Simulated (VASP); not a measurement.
Method: PW91 GGA, VASP's PBE PAW potentials (set 64) (plane waves; VASP).

The input files of a VASP run:

### KPOINTS
```
Automatic mesh
0
Gamma
7 7 7
0 0 0
```

INCAR:
```
! general
SYSTEM   =  Bi2Te3
PREC     =  Accurate
ENCUT    =  520
LREAL    =  .FALSE.
LASPH    =  .TRUE.

! electronic loop
EDIFF    =  1E-7
NELM     =  100
ALGO     =  Normal
LMAXMIX  =  4

! smearing
ISMEAR   =  -5

! functional
GGA      =  91

! ions
ISIF     =  2

! output
LWAVE    =  .FALSE.
LCHARG   =  .TRUE.
LORBIT   =  11
NEDOS    =  601

! other
LEFG     =  .TRUE.
```

File POSCAR:
```
Bi2Te3
1
   10.5760438970    -2.2248447742     0.0213244426
   10.5760438970     2.2248447742     0.0213244426
   10.1002999310    -0.0000000000     3.8453896869
Bi Te
2 3
Direct
  0.3984604194   0.3984604194   0.3984604193
  0.6015395806   0.6015395806   0.6015395807
  0.0000000000   0.0000000000   1.0000000000
  0.2132979845   0.2132979845   0.2132979846
  0.7867020155   0.7867020155   0.7867020154
```

POTCAR, in this order: Bi_d Te (PBE.64 set). Program: vasp_std.

The run wrote:

OSZICAR:
```
       N       E                     dE             d eps       ncg     rms          rms(c)
DAV:   1     0.432175588577E+03    0.43218E+03   -0.21854E+04  2464   0.163E+03
DAV:   2     0.267003385305E+02   -0.40548E+03   -0.39542E+03  2684   0.402E+02
DAV:   3    -0.168801959514E+02   -0.43581E+02   -0.42053E+02  3144   0.146E+02
DAV:   4    -0.188022775823E+02   -0.19221E+01   -0.19048E+01  2780   0.315E+01
DAV:   5    -0.189069563997E+02   -0.10468E+00   -0.10428E+00  3596   0.713E+00    0.639E+00
DAV:   6    -0.185137748115E+02    0.39318E+00   -0.10083E+00  2752   0.694E+00    0.511E+00
DAV:   7    -0.185228407369E+02   -0.90659E-02   -0.31213E-01  3128   0.269E+00    0.177E+00
DAV:   8    -0.185273489519E+02   -0.45082E-02   -0.31641E-02  3132   0.934E-01    0.677E-01
DAV:   9    -0.185271840423E+02    0.16491E-03   -0.35832E-03  3224   0.441E-01    0.260E-01
DAV:  10    -0.185274219054E+02   -0.23786E-03   -0.15575E-03  2796   0.216E-01    0.753E-02
DAV:  11    -0.185274703583E+02   -0.48453E-04   -0.10367E-04  2768   0.623E-02    0.505E-02
DAV:  12    -0.185274753111E+02   -0.49529E-05   -0.33519E-05  3060   0.254E-02    0.149E-02
DAV:  13    -0.185274765787E+02   -0.12676E-05   -0.86445E-06  2972   0.226E-02    0.843E-03
DAV:  14    -0.185274769302E+02   -0.35145E-06   -0.89884E-07  2536   0.723E-03    0.246E-03
DAV:  15    -0.185274767989E+02    0.13124E-06   -0.15973E-07  1836   0.227E-03    0.762E-04
DAV:  16    -0.185274768275E+02   -0.28615E-07   -0.29194E-08  1668   0.175E-03
   1 F= -.18527477E+02 E0= -.18527477E+02  d E =0.000000E+00
```

File OUTCAR:
```
------------------------ aborting loop because EDIFF is reached ----------------------------------------
  FORCE on cell =-STRESS in cart. coord.  units (eV):
  Direction    XX          YY          ZZ          XY          YZ          ZX
  --------------------------------------------------------------------------------------
  Total        0.0198904      0.0859448      0.0849225      0.0000000      0.0000000     -0.0082177
  in kB        0.1770380      0.7649675      0.7558681      0.0000000      0.0000000     -0.0731431
  external PRESSURE =       0.5659579 kB  Pullay stress =       0.0000000 kB
  volume of cell :      180.01
      direct lattice vectors                 reciprocal lattice vectors
    10.576043897 -2.224844774  0.021324443     0.047528367 -0.224734780 -0.124838002
    10.576043897  2.224844774  0.021324443     0.047528367  0.224734780 -0.124838002
    10.100299931  0.000000000  3.845389687    -0.000527133  0.000000000  0.261436235
 POSITION                                       TOTAL-FORCE (eV/Angst)
 -----------------------------------------------------------------------------------
     12.45284      0.00000      1.54923         0.015607      0.000000      0.001942
     18.79955      0.00000      2.33881        -0.015607      0.000000     -0.001942
      0.00000      0.00000      0.00000        -0.000000      0.000000      0.000000
      6.66607      0.00000      0.82931         0.014497      0.000000      0.001804
     24.58632      0.00000      3.05873        -0.014497      0.000000     -0.001804
 -----------------------------------------------------------------------------------
    total drift:                               -0.000000      0.000000     -0.000000
  FREE ENERGIE OF THE ION-ELECTRON SYSTEM (eV)
  ---------------------------------------------------
  free  energy   TOTEN  =       -18.5274768275 eV

  energy  without entropy=      -18.5274768275  energy(sigma->0) =      -18.52747683

 total charge

# of ion       s       p       d       tot
------------------------------------------
    1        1.608   1.113   9.945  12.666
    2        1.608   1.113   9.945  12.666
    3        1.388   1.970   0.020   3.377
    4        1.406   1.912   0.020   3.338
    5        1.406   1.912   0.020   3.338
--------------------------------------------------
tot          7.416   8.021  19.950  35.386

 Electric field gradients after diagonalization (V/A^2)
 (convention: |V_zz| > |V_xx| > |V_yy|)
----------------------------------------------------------------------
 ion       V_xx      V_yy      V_zz     asymmetry (V_yy - V_xx)/ V_zz
----------------------------------------------------------------------
   1      -9.639    -9.636    19.275       0.000
   2      -9.639    -9.636    19.275       0.000
   3     -44.880   -44.880    89.760       0.000
   4      10.289    10.289   -20.578       0.000
   5      10.289    10.289   -20.578       0.000
```
(Selected blocks of OUTCAR.)

OUTCAR:
```
 val. band max:        5.3097842881   @ k =   0.0000   0.0000   0.0000

 cond. band min:       5.7018366892   @ k =   0.0000   0.0000   0.0000


 Fermi energy:         5.3226714157

 k-point     1 :       0.0000    0.0000    0.0000
  band No.  band energies     occupation
      1     -17.6966      2.00000
      2     -17.6966      2.00000
      3     -17.6954      2.00000
      4     -17.6954      2.00000
      5     -17.6895      2.00000
      6     -17.6884      2.00000
      7     -17.6860      2.00000
      8     -17.6860      2.00000
      9     -17.6847      2.00000
     10     -17.6847      2.00000
     11      -7.5829      2.00000
     12      -6.9892      2.00000
     13      -5.6017      2.00000
     14      -3.4743      2.00000
     15      -2.8702      2.00000
     16       3.3170      2.00000
     17       3.4608      2.00000
     18       3.7716      2.00000
     19       3.7716      2.00000
     20       3.8794      2.00000
     21       3.8794      2.00000
     22       4.6031      2.00000
     23       4.6031      2.00000
     24       5.3098      2.00000
     25       5.7018      0.00000
     26       6.2224      0.00000
     27       6.2224      0.00000
     28       7.2762      0.00000

 k-point     2 :       0.1429   -0.0000    0.0000
  band No.  band energies     occupation
      1     -17.6980      2.00000
      2     -17.6966      2.00000
      3     -17.6950      2.00000
      4     -17.6938      2.00000
      5     -17.6885      2.00000
      6     -17.6875      2.00000
      7     -17.6865      2.00000
      8     -17.6858      2.00000
      9     -17.6853      2.00000
     10     -17.6843      2.00000
     11      -7.4141      2.00000
     12      -6.8425      2.00000
     13      -5.4963      2.00000
     14      -3.6048      2.00000
     15      -3.0630      2.00000
     16       2.5231      2.00000
     17       2.6154      2.00000
     18       3.2584      2.00000
     19       3.2879      2.00000
     20       3.8233      2.00000
...
```

Without a dispersion term in the relaxation, distances and binding between the weakly bound layers, chains or molecules are unreliable, and so is what depends on them. Unless said otherwise, spin-orbit coupling is left out, though it shifts the bands of the heavy elements here.

The compound is Bi2Te3 in the tetradymite structure. It was relaxed first, which changed the volume by +7 %.
